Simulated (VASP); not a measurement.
Consider the following.

```yaml
crystal:
  lattice:
    - [0.00000, 2.54157, 2.54157]
    - [2.54157, 0.00000, 2.54157]
    - [2.54157, 2.54157, 0.00000]
  atoms:
    - { symbol: Hf, position: [0.00000, 0.00000, 0.00000] }
    - { symbol: O, position: [0.25000, 0.25000, 0.25000] }
    - { symbol: O, position: [0.75000, 0.75000, 0.75000] }
```

These are vdW-DF-cx, VASP's PBE PAW potentials (set 64) (plane waves; VASP) values and carry that method's errors. Settings: 520 eV cut-off, 8×8×8 Γ-centred mesh, Gaussian smearing of 0.050 eV, potentials Hf_pv O.

**Question.** Give the stress tensor in GPa (positive for a compressed cell).

**Answer.** 
```
-7.45   0.00   0.00
 0.00  -7.45   0.00
 0.00   0.00  -7.45
```
The pressure is its mean diagonal, -7.45 GPa.

The compound is HfO2 in the fluorite structure, the high-temperature cubic form, which is unstable at 0 K; the monoclinic form is the stable one. This cell is one point of a volume scan, at 1.03 of the reference volume.
